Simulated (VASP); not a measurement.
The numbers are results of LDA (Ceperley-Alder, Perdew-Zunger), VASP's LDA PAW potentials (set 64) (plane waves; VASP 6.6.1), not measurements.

VASP input:

### POSCAR
```
TiHg
1
    3.0025830000     0.0000000000     0.0000000000
    0.0000000000     3.0025830000     0.0000000000
    0.0000000000     0.0000000000     4.0835150000
Ti Hg
1 1
Direct
  0.5000000000   0.5000000000   0.5000000000
  0.0000000000   0.0000000000   0.0000000000
```

File KPOINTS:
```
K-points
0
gamma
7 7 6
0 0 0
```

**INCAR**
```
ALGO  =  Normal   ! blocked Davidson
NELM  =  100
LASPH  =  .TRUE.
PREC  =  Accurate
SIGMA  =  0.05
LWAVE  =  .FALSE.
LORBIT  =  11   ! lm-projected
ISIF  =  2
ISMEAR  =  -1   ! Fermi-Dirac
EDIFF  =  1E-6   ! SCF stop (eV)
SYSTEM  =  TiHg
LMAXMIX  =  6   ! l cut-off of mixed one-centre charges
ISPIN  =  2
LREAL  =  .FALSE.   ! projection in real space or not
ENCUT  =  300   ! plane-wave cut-off (eV)
LCHARG  =  .FALSE.
```

POTCAR, in this order: Ti_sv Hg (LDA.64 set). Program: vasp_std. The INCAR's line for the spin-polarised start is left out here.

At this cut-off the stress carries a Pulay error, which pulls relaxed volumes low. The run has a spin-polarised start. Unless said otherwise, spin-orbit coupling is left out, though it shifts the bands of the heavy elements here.

Problem. Predict the energy per atom (σ→0), cell moment, pressure, band gap (on the k-mesh).

Solution. 
```json
{
  "energy per atom (σ→0)": "-4.898 eV/atom",
  "cell_moment": "0.00 μB",
  "band gap (on the k-mesh)": "none (metal, semimetal or under 0.01 eV)",
  "pressure": "-7.06 GPa"
}
```

File OSZICAR:
```
...
DAV:  11    -0.980785150709E+01   -0.27204E-03   -0.28649E-04  3144   0.948E-02    0.879E-02
DAV:  12    -0.980798392714E+01   -0.13242E-03   -0.63187E-05  3424   0.410E-02    0.669E-02
DAV:  13    -0.980823258727E+01   -0.24866E-03   -0.35494E-04  3161   0.904E-02    0.464E-02
DAV:  14    -0.980832557052E+01   -0.92983E-04   -0.15380E-04  3641   0.573E-02    0.274E-02
DAV:  15    -0.980835541783E+01   -0.29847E-04   -0.50442E-05  3349   0.326E-02    0.142E-02
DAV:  16    -0.980836352889E+01   -0.81111E-05   -0.27890E-05  3265   0.245E-02    0.707E-03
DAV:  17    -0.980836447642E+01   -0.94754E-06   -0.91614E-07  1721   0.724E-03
   1 F= -.98083645E+01 E0= -.97956933E+01  d E =-.253423E-01  mag=    -0.0004
```

The structure comes from a computed database's TiHg entry (P4/mmm); how it stands against other phases isn't given here. The cell was not relaxed at this level.
